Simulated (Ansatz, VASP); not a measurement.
## Cross-check of Ag (Ag strained to the junction's net) between VASP and Ansatz

One calculation is typed for both programs; each brings its own data sets. How far apart do they land? The structure shown is the end of the Ansatz relaxation below.

Main program and level: Ansatz 0.2.0; plane waves, with VASP 6.6.1 beside it; single point at PBE.

### 1. The structure

The structure is cubic, space group Fm-3m (No. 225). The conventional cell has a = 4.148 Å, b = 4.148 Å, c = 4.148 Å, α = 90.00°, β = 90.00°, γ = 90.00°. Nearest to Ag lie 12 Ag at 2.93 Å. That group holds within 0.01 Å; judged at 0.001 Å it is R-3m (No. 166).

Coordinates:

```cif
data_structure
_symmetry_space_group_name_H-M 'P 1'
_symmetry_Int_Tables_number 1
_cell_length_a 2.9340
_cell_length_b 2.9340
_cell_length_c 7.1780
_cell_angle_alpha 90.000
_cell_angle_beta 90.000
_cell_angle_gamma 120.000
_cell_volume 53.51
loop_
_atom_site_label
_atom_site_type_symbol
_atom_site_fract_x
_atom_site_fract_y
_atom_site_fract_z
_atom_site_occupancy
Ag1 Ag 0.00000 0.00000 0.00000 1
Ag2 Ag 0.33333 0.66667 0.33333 1
Ag3 Ag 0.66667 0.33333 0.66667 1
```

### 2. Ansatz: relaxation, PBE

Ansatz runs on its default PAW (the set named soft_2) files.

This run makes the geometry at which the two programs are then compared.

Input file input.yaml:

```yaml
crystal:
  lattice:
    - [2.934, 0.0, 0.0]
    - [-1.467, 2.5409185347, 0.0]
    - [0.0, 0.0, 7.1888564137]
  atoms:
    - { symbol: Ag, position: [0.0, 0.0, 0.0] }
    - { symbol: Ag, position: [0.3333333333, 0.6666666667, 0.3333333333] }
    - { symbol: Ag, position: [0.6666666667, 0.3333333333, 0.6666666667] }
kpoints:
  mp_grid: { grid: [18, 18, 4] }
scf:
  occupations: { method: fermi_dirac, width: 0.1 }
  max_iter: 150
hamiltonian:
  xc: pbe
relax:
  f_tol: 0.01
  max_steps: 40
  cell: { fix: [a, b, angles] }
```

The run is started by

```sh
ansatz run input.yaml --threads 4 --pin off --max-ram 12288MiB --backend cpu --events-out ev --progress --plain --runs-dir out
```

Numbers of over 12 decimals in the logs are rounded to 6 here.

Output:

```text
Engine: ansatz 0.2.0, aarch64-unknown-linux-gnu
Pseudopotentials: kind: paw
Pseudopotential: Ag, paw, valence charge 19, recommended cutoff 420 eV (normal), Ag.paw.azcp
Functional definition: PBE
  parameter kappa = 0.804
  parameter beta = 0.066725
  exchange = pbe_x(kappa = kappa, mu = beta*pi^2/3)
  correlation = pbe_c(beta = beta)
Crystal: 3 atoms, lattice volume = 53.593 Å³
Basis set: ecut = 420 eV, 1033 PW (Γ), exchange–correlation on 40×40×100 points (8 copies of the dense FFT grid, shifted against one another)
Bands: 35, of which v1, the nominal top of the filled ones, is band 29 counted from 1 (28 counted from 0)
Symmetry: 36 space group operations
Space group: R-3m (ITA 166), of the structure as read, at distance tolerance 3.8e-5 Å
k-points: 138 of 1296
Non-local potential: Ag, projectors of the file, l = 0: 3, l = 1: 2, l = 2: 2, l = 3: 1
PAW form: soft (Blöchl's): semilocal exchange-correlation on the pseudo side does not see the compensation charge
PAW one-centre angular grid: Ag, 590 points (default); XC on 64 Gauss nodes
Initial density: superposition of atomic densities (neutral atoms: chi_scale 0, normalization atom), corrected by the library's trained network
Initial wavefunctions: pseudopotential atomic-orbital guess
Functional: x = pbe(κ = 0.804, μ = 0.219515), c = pbe(β = 0.066725)
SCF iter   1: F=—  HF=-22771.672486 eV  |F-HF|=—  |Δ(HF+E_count)|=         —  Δρ=7.82e-4  dr2=5.73e-5  ethr=1.77e-3  ⟨swp⟩=5.4  Hψ=16288  notcnv=0  defer=41
preconditioner: auto → Kerker (q_TF=auto, 2.756 Å⁻¹)  [metal: Δε(μ)=0.009 eV  Ē_g=11.359 eV  σ=0.100 eV  W_gap=0.02  n_scr=24 (ndim 8)  ℏωp=29.1 eV  f_vac=0.000  D(μ)=0.87/eV (n_scr^D=2)]
SCF iter   2: F=—  HF=-22771.673611 eV  |F-HF|=—  |Δ(HF+E_count)|=   1.13e-3  Δρ=4.30e-4  dr2=1.45e-5  ethr=1.00e-7  ⟨swp⟩=3.0  Hψ=12097  notcnv=0  defer=49
SCF iter   3: F=—  HF=-22771.673721 eV  |F-HF|=—  |Δ(HF+E_count)|=   1.09e-4  Δρ=8.26e-5  dr2=7.68e-7  ethr=2.54e-8  ⟨swp⟩=2.0  Hψ=6988  notcnv=0  defer=49
iter 4 did not close the SCF: its close was put off for the readings that it lacked (scf_convergence_deferred on its scf_iter line)
SCF iter   4: F=-22771.673725 eV  HF=-22771.673725 eV  |F-HF|=4.77e-8  |Δ(HF+E_count)|=   4.16e-6  Δρ=1.15e-5  dr2=2.03e-8  ethr=1.35e-9  ⟨swp⟩=2.0  Hψ=6992  notcnv=0  defer=49
iter 5 did not close the SCF: its close was put off for the readings that it lacked (scf_convergence_deferred on its scf_iter line)
SCF iter   5: F=-22771.673725 eV  HF=-22771.673725 eV  |F-HF|=1.86e-10  |Δ(HF+E_count)|=   5.22e-8  Δρ=1.91e-6  dr2=1.75e-9  ethr=3.56e-11  ⟨swp⟩=2.1  Hψ=6990  notcnv=0  defer=49
SCF iter   6: F=-22771.673725 eV  HF=-22771.673725 eV  |F-HF|=2.91e-11  |Δ(HF+E_count)|=  3.75e-10  Δρ=5.29e-7  dr2=1.31e-10  ethr=3.07e-12  ⟨swp⟩=1.2  Hψ=12238  notcnv=0
SCF 1 converged in 6 iterations: F = -22771.673725 eV  dr2 = 1.31e-10
  greatest PAW one-centre occupation: 1.000 electrons in one spin orbital (limit 2), on the Ag atom at site 2 (counted from 0), in its partial waves of l = 0
relax step   1: F+E_penalty+E_count = -22771.67372511 eV  Δ(F+E_penalty+E_count) = +0.000e0 eV  max|allowed force component| = 3.321e-27 eV/Å  Δτ_max = 0.0000 Å  P = -0.089 GPa  Ω = 53.593 Å³  fix = [a, b, alpha, beta, gamma]  reactions: a -0.020, b -0.020 GPa  (6 SCF iters, dr2 threshold 1.00e-7 eV, accepted)
[...]
relax step   2: F+E_penalty+E_count = -22771.67382001 eV  Δ(F+E_penalty+E_count) = -9.490e-5 eV  max|allowed force component| = 4.622e-27 eV/Å  Δτ_max = 0.0000 Å  P = +0.100 GPa  Ω = 53.482 Å³  energy of the carried Pulay correction = +4.474e-5 eV  fix = [a, b, alpha, beta, gamma]  reactions: a +0.108, b +0.108 GPa  (4 SCF iters, dr2 threshold 1.29e-7 eV, accepted)
[...]
relax step   3: F+E_penalty+E_count = -22771.67381566 eV  Δ(F+E_penalty+E_count) = +4.345e-6 eV  max|allowed force component| = 5.170e-27 eV/Å  Δτ_max = 0.0000 Å  P = +0.049 GPa  Ω = 53.512 Å³  energy of the carried Pulay correction = +3.272e-5 eV  fix = [a, b, alpha, beta, gamma]  reactions: a +0.073, b +0.073 GPa  (4 SCF iters, dr2 threshold 1.73e-8 eV, accepted)
[...]
relax step   4: F+E_penalty+E_count = -22771.67378275 eV  Δ(F+E_penalty+E_count) = +3.291e-5 eV  max|allowed force component| = 1.125e-28 eV/Å  Δτ_max = 0.0000 Å  P = +0.049 GPa  Ω = 53.512 Å³  fix = [a, b, alpha, beta, gamma]  reactions: a +0.073, b +0.073 GPa  stress off target by 1.32e-4 GPa on what of the cell is left free  SCF on the basis re-selected at this cell (its energy is not comparable with the rows above)  (4 SCF iters)
basis re-selected at this cell: Δ(F+E_penalty+E_count) = +3.291e-5 eV, ΔP = +0.001 GPa vs the last step (what re-selecting the basis moved, of the pressure what is left beyond the Pulay correction that the steps carried, after the strain that the cell walked since its last selection, with what the two solves' SCF thresholds leave and, on support functions, any second-order correction that the steps lacked; it is no measure of the basis error at this ecutwfc). The dense FFT grid was sized anew with the basis: this SCF ran on 20×20×48 points, the steps before it on 20×20×50, so part of this shift can come from that change (see relax.cell in the input reference). [rest of the remark cut]
SCF converged after 4 iterations
Free energy (F): -22771.673783 eV
Harris-Foulkes:  -22771.673783 eV  (|F-HF|=1.09e-11)
Internal energy: -22771.645600 eV  (E = F + TS)
E sigma→0 (E₀):  -22771.659692 eV
Entropy (-TS):   -0.028182 eV (-9.394 meV/atom)
Fermi energy:    16.370244 eV
--- Per-component energies (eV) ---
  E_band       = -751.943401
  E_kinetic    = 1580.948034
  E_local      = -6791.734082  (includes V_loc(G=0)·N_el)
  E_nonlocal   = 240.121739
  E_hartree    = 3078.692217
  E_xc         = -554.176684
  E_vxc        = -704.101746  (∫ρ·V_xc dr)
  E_paw        = -11706.045649  (= ΣΔE_a)
  E_vpaw       = -1234.562429  (= ΣTr[D̂ρ^β])
  E_aug_tail   = 0.000985  (compensation charges beyond the density's cutoff)
  E_ewald      = -8619.452160
  E_smearing   = -0.028182  (= −TS)
  E_closure    = 0.000000  (closes the sum)
  Σ components = -22771.673783   (vs F -22771.673783, Δ=0.00e0)
--- Forces (eV/Å), atoms counted from 1 ---
  atom   1  Ag     0.00000000    -0.00000000    -0.00000000
  atom   2  Ag    -0.00000000     0.00000000     0.00000000
  atom   3  Ag    -0.00000000    -0.00000000     0.00000000
  max |Σ_I F_I| component: 1.00e-28 eV/Å
--- Stress (GPa, compression-positive) ---
        0.073464      -0.000000       0.000000
       -0.000000       0.073464       0.000000
        0.000000       0.000000       0.000132
  P = ⅓ Tr σ = 0.0490 GPa (0.490 kbar)
--- Relaxed structure (3 steps of the walk, 3 accepted, 1 SCFs on fresh bases) ---
  F+E_penalty+E_count = -22771.67378275 eV   max|allowed force component| = 1.125e-28 eV/Å   (the final SCF, on the basis selected at the relaxed cell)
  cell:  # Å, volume = 53.5121 Å³
    - [2.934000, 0, 0]
    - [-1.467000, 2.540919, 0]
    - [0, 0, 7.177955]
  atoms:
    - { symbol: Ag, position: [0, 0, 0] }
    - { symbol: Ag, position: [0.333333, 0.666667, 0.333333] }
    - { symbol: Ag, position: [0.666667, 0.333333, 0.666667] }
```

### 3. VASP: single point, PBE

The same cell, functional, mesh and smearing now go to VASP, with its own data sets.

Lines of VASP's logs that name or quote its potential files are left out, and so is its time.

Input file INCAR:

```
SYSTEM = Ag
PREC = Accurate
ENCUT = 500
EDIFF = 1E-06
NELM = 120
ISMEAR = -1
SIGMA = 0.1
LREAL = .FALSE.
ALGO = Normal
GGA = PE
NBANDS = 22
LASPH = .TRUE.
LORBIT = 11
LWAVE = .FALSE.
LCHARG = .FALSE.
ISIF = 2
GGA_COMPAT = .FALSE.
```

Input file POSCAR:

```
Ag
1.0
    2.9340000000      0.0000000000      0.0000000000
   -1.4670000000      2.5409185347      0.0000000000
    0.0000000000      0.0000000000      7.1779554457
Ag
3
Direct
    1.0000000000      1.0000000000      0.0000000000
    0.3333333333      0.6666666667      0.3333333333
    0.6666666667      0.3333333333      0.6666666667
```

Input file KPOINTS:

```
Automatic mesh
0
Gamma
18 18 4
0 0 0
```

Potentials, in the order of the species: Ag (PBE family, release 64).

The run is started by

```sh
mpirun -np 1 vasp_std
```

Output:

```text
[banner, memory and clock lines left out]
running    1 mpi-ranks, on    1 nodes
 distrk:  each k-point on    1 cores,    1 groups
 distr:  one band on    1 cores,    1 groups

 POSCAR found type information on POSCAR Ag
 POSCAR found :  1 types and       3 ions
 LDA part: xc-table for (Slater+PW92), standard interpolation
 POSCAR, INCAR and KPOINTS ok, starting setup
 FFT: planning ... GRIDC
 FFT: planning ... GRID_SOFT
 FFT: planning ... GRID
 WAVECAR not read
 entering main loop
       N       E                     dE             d eps       ncg     rms          rms(c)
DAV:   1     0.203435836105E+03    0.20344E+03   -0.16279E+04  6104   0.140E+03
DAV:   2    -0.542986896511E+01   -0.20887E+03   -0.19584E+03  6228   0.318E+02
DAV:   3    -0.887734214136E+01   -0.34475E+01   -0.34305E+01  7014   0.476E+01
DAV:   4    -0.889096834134E+01   -0.13626E-01   -0.13625E-01  6744   0.289E+00
DAV:   5    -0.889109862442E+01   -0.13028E-03   -0.13028E-03  7182   0.309E-01    0.805E+00
DAV:   6    -0.819296205160E+01    0.69814E+00   -0.22471E+00  6408   0.141E+01    0.533E+00
DAV:   7    -0.817380383358E+01    0.19158E-01   -0.26758E-02  6822   0.126E+00    0.304E+00
DAV:   8    -0.816649219211E+01    0.73116E-02   -0.18222E-03  6690   0.334E-01    0.123E-01
DAV:   9    -0.816650787143E+01   -0.15679E-04   -0.31470E-05  7206   0.412E-02    0.266E-02
DAV:  10    -0.816653106462E+01   -0.23193E-04   -0.14199E-05  6660   0.352E-02    0.143E-03
DAV:  11    -0.816653096210E+01    0.10252E-06   -0.18469E-07  4428   0.369E-03
   1 F= -.81665310E+01 E0= -.81524495E+01  d E =-.281629E-01
```

OUTCAR, selected parts (step 3):

```text
ion  position               nearest neighbor table
   1  0.000  0.000  0.000-   2 2.93   3 2.93   2 2.93   3 2.93   3 2.93   2 2.93
   2  0.333  0.667  0.333-   1 2.93   1 2.93   1 2.93   3 2.93   3 2.93   3 2.93
   3  0.667  0.333  0.667-   1 2.93   1 2.93   1 2.93   2 2.93   2 2.93   2 2.93

  LATTYP: Found a hexagonal cell.
 ALAT       =     2.9340000000
 C/A-ratio  =     2.4464742487

 Subroutine GETGRP returns: Found 12 space group operations
 (whereof 12 operations were pure point group operations)

The static configuration has the point symmetry D_3d.

 Found    138 irreducible k-points:

   k-points           NKPTS =    138   k-points in BZ     NKDIM =    138   number of bands    NBANDS=     22

   dimension x,y,z NGX =    24 NGY =   24 NGZ =   54
   dimension x,y,z NGXF=    48 NGYF=   48 NGZF=  108

   ENCUT  =  500.0 eV  36.75 Ry    6.06 a.u.   5.35  5.35 13.09*2*pi/ulx,y,z

   NELECT =      33.0000    total number of electrons

 k-points in reciprocal lattice and weights: Automatic mesh
   0.00000000  0.00000000  0.00000000       0.001
   0.05555556 -0.00000000  0.00000000       0.005
   0.11111111 -0.00000000  0.00000000       0.005
   0.16666667  0.00000000  0.00000000       0.005
   0.22222222  0.00000000  0.00000000       0.005
   0.27777778 -0.00000000  0.00000000       0.005
   0.33333333  0.00000000  0.00000000       0.005
   0.38888889  0.00000000  0.00000000       0.005
   0.44444444  0.00000000  0.00000000       0.005
[...]
0.33333333  0.27777778  0.50000000       0.009
   0.33333333  0.33333333  0.50000000       0.002

 average (electrostatic) potential at core
       1 -71.2684       2 -71.2684       3 -71.2684

 E-fermi :   7.8241

 k-point     1 :       0.0000    0.0000    0.0000
  band No.  band energies     occupation
    ...
     14       4.5140      2.00000
     15       4.5140      2.00000
     16       4.5140      2.00000
     17       4.6461      2.00000
     18       4.6461      2.00000
     19      15.5230      0.00000
     20      15.5230      0.00000
     21      23.6533      0.00000
     22      23.6597      0.00000

 k-point     2 :       0.0556   -0.0000    0.0000
  band No.  band energies     occupation
    ...
     14       4.1705      2.00000
     15       4.3997      2.00000
     16       4.6167      2.00000
     17       5.0369      2.00000
     18       5.1286      2.00000
     19      15.5795      0.00000
     20      15.5828      0.00000
     21      23.3004      0.00000
     22      23.5667      0.00000

 k-point     3 :       0.1111   -0.0000    0.0000
  band No.  band energies     occupation
    ...
     14       4.1415      2.00000
     15       4.2802      2.00000
     16       4.7042      2.00000
     17       5.5052      2.00000
     18       5.6970      2.00000
     19      15.7433      0.00000
     20      15.7696      0.00000
     21      21.7972      0.00000
     22      23.3368      0.00000

  Total        0.0005262      0.0005262     -0.0242816      0.0000000     -0.0000000      0.0000000
  in kB        0.0157540      0.0157540     -0.7270024      0.0000000     -0.0000000      0.0000000
  external PRESSURE =      -0.2318315 kB  Pullay stress =       0.0000000 kB

  energy-cutoff  :      500.00
  volume of cell :       53.51
      direct lattice vectors                 reciprocal lattice vectors
     2.934000000  0.000000000  0.000000000     0.340831629  0.196779233  0.000000000
    -1.467000000  2.540918535  0.000000000     0.000000000  0.393558466  0.000000000
     0.000000000  0.000000000  7.177955446     0.000000000  0.000000000  0.139315437

 POSITION                                       TOTAL-FORCE (eV/Angst)
 -----------------------------------------------------------------------------------
      0.00000      0.00000      0.00000        -0.000000      0.000000     -0.000000
     -0.00000      1.69395      2.39265         0.000000     -0.000000      0.000000
      1.46700      0.84697      4.78530        -0.000000      0.000000     -0.000000
 -----------------------------------------------------------------------------------
    total drift:                               -0.000000      0.000000      0.000000

  FREE ENERGIE OF THE ION-ELECTRON SYSTEM (eV)
  ---------------------------------------------------
  free  energy   TOTEN  =        -8.1665309621 eV

  energy  without entropy=       -8.1383680648  energy(sigma->0) =       -8.15244951

 total charge
# of ion       s       p       d       tot
------------------------------------------
    1        0.408   0.272   9.157   9.836
    2        0.408   0.272   9.157   9.836
    3        0.408   0.272   9.157   9.836
--------------------------------------------------
tot          1.223   0.815  27.471  29.509

[... 3 further parts left out ...]
```

The run ends at a pressure of -0.02 GPa.

### 4. Differences

Known differences besides the potentials themselves: the data sets hold 57 valence electrons in Ansatz (on its default PAW (the set named soft_2) files) and 33 in VASP; the cutoff is 420 eV in Ansatz and 500 eV in VASP; Ansatz's pressure holds a Pulay correction, VASP's none. Total energies have different zeros and are not compared.

The two programs side by side:

```
      quantity  Ansatz   VASP  difference
pressure (GPa)    0.05  -0.02       +0.07
```

### 5. Outcome

| Property | Result |
| --- | --- |
| difference in pressure (single point, PBE) | 0.072 GPa |

What this shows: The difference in pressure is 0.072 GPa (single point, PBE), within the 1 GPa picked in this series as the mark of a large difference. The data sets hold unlike numbers of valence electrons (57 in Ansatz and 33 in VASP), so part of the differences comes from the potentials. Such differences can come from data sets, numerical settings and the points named under the comparisons, not from the functional's error against experiment.

[Lines on the potential files, build, host, timing and source positions are cut from VASP's logs without a mark.]

[Logs are printed without paths, hosts, clocks, repeated set-up lines and the standing remarks that a program may print on its own settings, such as how far it seeks lower states.]

[Hosts, paths, dates, database ids (printed as entryN), source tags and the programs' standing remarks are cut or masked in the printed files.]
